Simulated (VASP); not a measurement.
# KZr2 (Fm-3m) in VASP: further runs

The runs below take KZr2 through single point, relaxation of cell and atoms, with PBE.

Everything below comes from runs of VASP 6.6.1. Logs are shortened: lines on timing, memory, paths and dates and some standing lists are left out, and cuts for length are marked.

**1. The cell of the first run**

It takes space group Fm-3m (No. 225, cubic). The conventional cell has a = 7.158 Å, b = 7.158 Å, c = 7.158 Å, α = 90.00°, β = 90.00°, γ = 90.00°. K (site symmetry m-3m) is surrounded by 8 Zr at 3.10 Å. Around Zr (site symmetry -43m) lie 4 K at 3.10 Å.

The cell was built by a generator and needn't be a form met in nature.

**2. Single point, PBE (species swapped into the CeH2 type (Fm-3m, No. 225))**

Contents of INCAR:

```
SYSTEM = KZr2
  PREC = Accurate
  ENCUT = 520
  EDIFF = 1E-6
  ISMEAR = 0
  SIGMA = 0.1
  LREAL = .False.
  LASPH = .True.
  NELM = 100
  ALGO = Normal
  ISIF = 2
  LWAVE = .False.
  LCHARG = .False.
  GGA = PE
  NBANDS = 24
```

Contents of KPOINTS:

```
regular mesh
0
Gamma
  12 12 12
  0 0 0
```

Contents of POSCAR:

```
KZr2
1.0
    0.0000000000      3.5791195161      3.5791195161
    3.5791195161      0.0000000000      3.5791195161
    3.5791195161      3.5791195161      0.0000000000
K Zr
1 2
Direct
    0.0000000000      0.0000000000      0.0000000000
    0.2500000000      0.2500000000      0.2500000000
    0.7500000000      0.7500000000      0.7500000000
```

Potentials or basis: VASP PAW PBE potentials, release 64 (K_sv, Zr_sv).

The run is started by

```console
$ cat potpaw_PBE.64/K_sv/POTCAR potpaw_PBE.64/Zr_sv/POTCAR > POTCAR
$ mpirun -np 1 vasp_std > vasp.out
```

OUTCAR:

```text
SYSTEM = KZr2
   PREC = Accurate
   ENCUT = 520
   EDIFF = 1E-6
   ISMEAR = 0
   LREAL = .False.
   LASPH = .True.
   NELM = 100
   ISIF = 2
   GGA = PE

 ion  position               nearest neighbor table
   1  0.000  0.000  0.000-   3 3.10   3 3.10   3 3.10   2 3.10   3 3.10   2 3.10   2 3.10   2 3.10

   2  0.250  0.250  0.250-   1 3.10   1 3.10   1 3.10   1 3.10   3 3.58   3 3.58   3 3.58   3 3.58
                             3 3.58   3 3.58
   3  0.750  0.750  0.750-   1 3.10   1 3.10   1 3.10   1 3.10   2 3.58   2 3.58   2 3.58   2 3.58
                             2 3.58   2 3.58

  LATTYP: Found a face centered cubic cell.
 ALAT       =     7.1582390322

  Lattice vectors:

 A1 = (   0.0000000000,   3.5791195161,   3.5791195161)
 A2 = (   3.5791195161,   0.0000000000,   3.5791195161)
 A3 = (   3.5791195161,   3.5791195161,   0.0000000000)

Analysis of symmetry for initial positions (statically):
=====================================================================
 Subroutine PRICEL returns:
 Original cell was already a primitive cell.

 Routine SETGRP: Setting up the symmetry group for a
 face centered cubic supercell.

 Subroutine GETGRP returns: Found 48 space group operations
 (whereof 48 operations were pure point group operations)
 out of a pool of 48 trial point group operations.

The static configuration has the point symmetry O_h .

Analysis of symmetry for dynamics (positions and initial velocities):
=====================================================================
 Subroutine PRICEL returns:
 Original cell was already a primitive cell.

 Routine SETGRP: Setting up the symmetry group for a
 face centered cubic supercell.

 Subroutine GETGRP returns: Found 48 space group operations
 (whereof 48 operations were pure point group operations)
 out of a pool of 48 trial point group operations.

The dynamic configuration has the point symmetry O_h .

 Subroutine INISYM returns: Found 48 space group operations
 (whereof 48 operations are pure point group operations),
 and found     1 'primitive' translations

----------------------------------------------------------------------------------------

                                     Primitive cell

  volume of cell :      91.6977

  direct lattice vectors                    reciprocal lattice vectors
[... 74 lines left out ...]
   dimension x,y,z NGX =    40 NGY =   40 NGZ =   40
   dimension x,y,z NGXF=    80 NGYF=   80 NGZF=   80
   ions per type =               1   2
   NGX,Y,Z   is equivalent  to a cutoff of  13.14, 13.14, 13.14 a.u.
   NGXF,Y,Z  is equivalent  to a cutoff of  26.28, 26.28, 26.28 a.u.
 SYSTEM =  KZr2
   PREC   = accura    normal or accurate (medium, high low for compatibility)
   ISTART =      0    job   : 0-new  1-cont  2-samecut
   ICHARG =      2    charge: 1-file 2-atom 10-const
   ISPIN  =      1    spin polarized calculation?
   LNONCOLLINEAR =      F non collinear calculations
   LSORBIT =      F    spin-orbit coupling
   LASPH  =      T    aspherical Exc in radial PAW
   ENCUT  =  520.0 eV  38.22 Ry    6.18 a.u.   9.41  9.41  9.41*2*pi/ulx,y,z
   NELM   =    100;   NELMIN=  2; NELMDL= -5     # of ELM steps
   EDIFF  = 0.1E-05   stopping-criterion for ELM
   LREAL  =      F    real-space projection
[... 7 lines left out ...]
   TEBEG  =    0.0;   TEEND  =   0.0 temperature during run
   PSTRESS=    0.0 pullay stress
   NELECT =      33.0000    total number of electrons
   NUPDOWN=      -1.0000    fix difference up-down
   EMIN   =  10.00;   EMAX   =-10.00  energy-range for DOS
   EFERMI =   0.00;   METHOD = LEGACY
   ISMEAR =     0;   SIGMA  =   0.10  broadening in eV -4-tet -1-fermi 0-gaus
   EFERMI_NEDOS =   21; number of points for ismear=-14 and -15
   IALGO  =     38    algorithm
   IMIX   =      4    mixing-type and parameters
     AMIX     =   0.40;   BMIX     =  1.00
     AMIX_MAG =   1.60;   BMIX_MAG =  1.00
  volume/ion in A,a.u.               =      30.57       206.27
  Fermi-wavevector in a.u.,A,eV,Ry     =   1.164465  2.200521 18.449225  1.355980
  Thomas-Fermi vector in A             =   2.301003
   LORBIT       =      0    0 simple, 1 ext, 2 COOP (PROOUT), +10 PAW based schemes
   GGA     = PE    functional components
   LHFCALC =     F    Hartree Fock is set to
   AEXX    =    0.0000 exact exchange contribution
   IVDW    =     0    specifies the selected vdW correction
   LEPSILON=     F    determine dielectric tensor
   LRPA    =     F    only Hartree local field effects (RPA)
 non-spin polarized calculation
 Gauss-broadening in eV      SIGMA  =   0.10
  energy-cutoff  :      520.00
  volume of cell :       91.70
 maximum number of plane-waves:      2497
 NGX is ok and might be reduce to    40
   NGX = 19   NGY = 19   NGZ = 19

 number of electron      33.0000000 magnetization

 Free energy of the ion-electron system (eV)
  ---------------------------------------------------
  ext. energy  EPLUGINS =         0.00000000
  ---------------------------------------------------
  free energy    TOTEN  =       -11.96698927 eV

  energy without entropy =      -11.93624370  energy(sigma->0) =      -11.95161649

 E-fermi :   4.6300     XC(G=0):  -9.3272

 val. band max:        4.6260220292   @ k =   0.5000   0.4167   0.0833
 cond. band min:       4.6351840787   @ k =  -0.4167   0.1667   0.0000
 fundamental gap:      0.0091620494
 Fermi energy:         4.6300184083

 k-point     1 :       0.0000    0.0000    0.0000
  band No.  band energies     occupation
      1     -44.8619      2.00000
      2     -44.8281      2.00000
      3     -26.1642      2.00000
      4     -22.9125      2.00000
      5     -22.9125      2.00000
      6     -22.9125      2.00000
[... 637 lines left out ...]
     23       5.9934      0.00000
     24       6.3592      0.00000

 [... further k-points ...]
[... 5 lines left out ...]
  --------------------------------------------------------------------------------------
  -------------------------------------------------------------------------------------
  Total        0.0422251      0.0422251      0.0422251      0.0000000      0.0000000     -0.0000000
  in kB        0.7377734      0.7377734      0.7377734      0.0000000      0.0000000     -0.0000000
  external PRESSURE =       0.7377734 kB  Pullay stress =       0.0000000 kB

 VOLUME and BASIS-vectors are now :
 -----------------------------------------------------------------------------
  energy-cutoff  :      520.00
  volume of cell :       91.70
      direct lattice vectors                 reciprocal lattice vectors
     0.000000000  3.579119516  3.579119516    -0.139699163  0.139699163  0.139699163
     3.579119516  0.000000000  3.579119516     0.139699163 -0.139699163  0.139699163
     3.579119516  3.579119516  0.000000000     0.139699163  0.139699163 -0.139699163

 POSITION                                       TOTAL-FORCE (eV/Angst)
 -----------------------------------------------------------------------------------
      0.00000      0.00000      0.00000        -0.000000      0.000000     -0.000000
      1.78956      1.78956      1.78956         0.000000      0.000000     -0.000000
      5.36868      5.36868      5.36868        -0.000000     -0.000000      0.000000
 -----------------------------------------------------------------------------------
    total drift:                               -0.000000     -0.000000      0.000000

  FREE ENERGIE OF THE ION-ELECTRON SYSTEM (eV)
  ---------------------------------------------------
  free  energy   TOTEN  =       -11.9669892688 eV

  energy  without entropy=      -11.9362437018  energy(sigma->0) =      -11.95161649
```

It took 2.8 min on 1 thread of Intel Xeon Platinum 8375C at 2.90GHz (Ice Lake), shared host; peak memory 0.32 GiB.

Results:

- Free energy: -11.9670 eV
- Pressure: 0.1 GPa
- Band gap on the k mesh: none (metal or under the smearing width)

Levels at points of the mesh, in eV from the Fermi level:
| k point | band 12 | band 13 | band 14 | band 15 | band 16 | band 17 | band 18 | band 19 | band 20 | band 21 |
| --- | --- | --- | --- | --- | --- | --- | --- | --- | --- | --- |
| (0.00, 0.00, 0.00) | -14.48 | -3.96 | -1.28 | -1.28 | -0.18 | -0.18 | -0.18 | 1.97 | 1.97 | 1.97 |
| (0.50, 0.00, 0.00) | -14.47 | -1.55 | -1.46 | -0.23 | -0.23 | 0.39 | 0.39 | 0.63 | 0.63 | 0.65 |
| (0.50, 0.50, 0.00) | -14.46 | -1.63 | -1.45 | -1.25 | -0.60 | 0.06 | 0.92 | 0.92 | 1.32 | 1.32 |

**3. Relaxation of cell and atoms, PBE (species swapped into the CeH2 type (Fm-3m, No. 225))**

Contents of INCAR:

```
PREC = Accurate
ENCUT = 600
EDIFF = 1E-6
ISMEAR = 0
SIGMA = 0.1
LREAL = False
LASPH = True
NELM = 60
ALGO = Normal
ISIF = 3
LWAVE = False
LCHARG = False
GGA = PE
IBRION = 2
NSW = 100
EDIFFG = -0.01
```

Contents of KPOINTS:

```
regular mesh
0
Gamma
  12 12 12
```

Contents of POSCAR:

```
KZr2
1.0
    0.0000000000      3.5650625492      3.5650625492
    3.5650625492      0.0000000000      3.5650625492
    3.5650625492      3.5650625492      0.0000000000
K Zr
1 2
Direct
    0.0000000000      0.0000000000      0.0000000000
    0.2500000000      0.2500000000      0.2500000000
    0.7500000000      0.7500000000      0.7500000000
```

Potentials or basis: VASP PAW PBE potentials, release 64 (K_sv, Zr_sv).

The run is started by

```console
$ cat potpaw_PBE.64/K_sv/POTCAR potpaw_PBE.64/Zr_sv/POTCAR > POTCAR
$ mpirun -np 1 vasp_std > vasp.out
```

OUTCAR:

```text
PREC = Accurate
   ENCUT = 600
   EDIFF = 1E-6
   ISMEAR = 0
   LREAL = False
   LASPH = True
   NELM = 60
   ISIF = 3
   GGA = PE
   IBRION = 2
   NSW = 100
   EDIFFG = -0.01

 ion  position               nearest neighbor table
   1  0.000  0.000  0.000-   3 3.09   3 3.09   3 3.09   2 3.09   2 3.09   2 3.09   3 3.09   2 3.09

   2  0.250  0.250  0.250-   1 3.09   1 3.09   1 3.09   1 3.09   3 3.57   3 3.57   3 3.57   3 3.57
                             3 3.57   3 3.57
   3  0.750  0.750  0.750-   1 3.09   1 3.09   1 3.09   1 3.09   2 3.57   2 3.57   2 3.57   2 3.57
                             2 3.57   2 3.57

  LATTYP: Found a face centered cubic cell.
 ALAT       =     7.1301250984

  Lattice vectors:

 A1 = (   0.0000000000,   3.5650625492,   3.5650625492)
 A2 = (   3.5650625492,   0.0000000000,   3.5650625492)
 A3 = (   3.5650625492,   3.5650625492,   0.0000000000)

Analysis of symmetry for initial positions (statically):
=====================================================================
 Subroutine PRICEL returns:
 Original cell was already a primitive cell.
[... 173 lines left out ...]

  energy without entropy =      -11.93310766  energy(sigma->0) =      -11.94862593

------------------------ aborting loop because EDIFF is reached ----------------------------------------

  FORCE on cell =-STRESS in cart. coord.  units (eV):
  Direction    XX          YY          ZZ          XY          YZ          ZX
  --------------------------------------------------------------------------------------
  -------------------------------------------------------------------------------------
  Total        0.2500884      0.2500884      0.2500884     -0.0000000      0.0000000     -0.0000000
  in kB        4.4215304      4.4215304      4.4215304     -0.0000000      0.0000000     -0.0000000
  external PRESSURE =       4.4215304 kB  Pullay stress =       0.0000000 kB
[... 61 lines left out ...]
--------------------------------------- Ionic step        3  -------------------------------------------

 number of electron      33.0000000 magnetization

 Free energy of the ion-electron system (eV)
  ---------------------------------------------------
  ext. energy  EPLUGINS =         0.00000000
  ---------------------------------------------------
  free energy    TOTEN  =       -11.96594575 eV

  energy without entropy =      -11.93525937  energy(sigma->0) =      -11.95060256

 E-fermi :   4.6092     XC(G=0):  -9.3167

 val. band max:        4.6042106060   @ k =  -0.3333   0.2500   0.0000
 cond. band min:       4.6143290002   @ k =  -0.4167   0.1667   0.0000
 fundamental gap:      0.0101183942
 Fermi energy:         4.6091537733

 k-point     1 :       0.0000    0.0000    0.0000
  band No.  band energies     occupation
      1     -44.8865      2.00000
      2     -44.8531      2.00000
      3     -26.1798      2.00000
      4     -22.9363      2.00000
      5     -22.9363      2.00000
      6     -22.9363      2.00000
[... 541 lines left out ...]
     19       5.4277      0.00000
     20       5.4363      0.00000

 [... further k-points ...]
[... 5 lines left out ...]
  --------------------------------------------------------------------------------------
  -------------------------------------------------------------------------------------
  Total        0.0002290      0.0002290      0.0002290      0.0000000     -0.0000000      0.0000000
  in kB        0.0039906      0.0039906      0.0039906      0.0000000     -0.0000000      0.0000000
  external PRESSURE =       0.0039906 kB  Pullay stress =       0.0000000 kB
[... 18 lines left out ...]
  FREE ENERGIE OF THE ION-ELECTRON SYSTEM (eV)
  ---------------------------------------------------
  free  energy   TOTEN  =       -11.9659457485 eV

  energy  without entropy=      -11.9352593731  energy(sigma->0) =      -11.95060256

 reached required accuracy - stopping structural energy minimisation
```

Run time: 5.5 min. Hardware: 1 thread of Intel Xeon Platinum 8375C at 2.90GHz (Ice Lake), shared host; peak memory 0.35 GiB.

Results:

| Property | Result |
| --- | --- |
| Free energy | -11.9659 eV |
| Relaxed volume | 30.65 Å³/atom |
| Relaxed cell | a = 5.066 Å, b = 5.066 Å, c = 5.066 Å, α = 60.00°, β = 60.00°, γ = 60.00° |
| Space group after relaxing (to 0.05 Å) | Fm-3m (No. 225) |
| Energy gained by relaxing | 0.6 meV/atom |
| Ionic steps | 3 |
| Pressure after relaxing | 0.0 GPa |
| Band gap on the k mesh | none (metal or under the smearing width) |

Step by step:
| step | energy change (eV) | largest force (eV/Å) | pressure (GPa) | volume (Å³) |
| --- | --- | --- | --- | --- |
| 1 | 0.0000 | 0.0000 | 0.44 | 90.62 |
| 2 | -0.0017 | 0.0000 | 0.07 | 91.72 |
| 3 | -0.0018 | 0.0000 | 0.00 | 91.94 |

Final structure:
```
K Zr
1.0
     0.00000    3.58224    3.58224
     3.58224    0.00000    3.58224
     3.58224    3.58224    0.00000
K Zr
1 2
Direct
  0.00000 0.00000 0.00000
  0.25000 0.25000 0.25000
  0.75000 0.75000 0.75000
```

Levels at points of the mesh, in eV from the Fermi level:
| k point | band 12 | band 13 | band 14 | band 15 | band 16 | band 17 | band 18 | band 19 | band 20 |
| --- | --- | --- | --- | --- | --- | --- | --- | --- | --- |
| (0.00, 0.00, 0.00) | -14.47 | -3.95 | -1.27 | -1.27 | -0.18 | -0.18 | -0.18 | 1.96 | 1.96 |
| (0.50, 0.00, 0.00) | -14.46 | -1.55 | -1.46 | -0.22 | -0.22 | 0.39 | 0.39 | 0.63 | 0.64 |
| (0.50, 0.50, 0.00) | -14.45 | -1.63 | -1.44 | -1.24 | -0.59 | 0.06 | 0.92 | 0.92 | 1.32 |
